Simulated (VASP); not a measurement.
SnO2 (rutile): the mBJ gap over mesh and path against the volume, with shape and ions relaxed at each volume; PBEsol's own equilibrium is at 12.211 Å³/atom. VASP (PAW), 520 eV cut-off, 5×5×8 Γ-centred mesh, Gaussian smearing of 0.050 eV, potentials Sn_d O. mBJ is a potential without an energy functional, so only the levels count.  Fit the value as a straight line in ln V.

```
V (Å³/atom)  mBJ gap over mesh and path (eV)
-----------  -------------------------------
10.746                                 4.416
11.112                                 3.978
11.478                                 3.572
11.845                                 3.196
12.211                                 2.851
12.577                                 2.542
```

Problem. Fit the rows as the text says and predict the value at 12.944.

Solution. The slope against ln V is -11.93 eV, the volume deformation potential of this gap. The line misses the rows by up to 0.035 and gives 2.164 at 12.944. The run gave 2.268, +0.104 from the line, so the form doesn't hold that far.

Left out are failed runs and those whose mesh is unfit for this quantity.

The compound is SnO2 in the rutile structure.
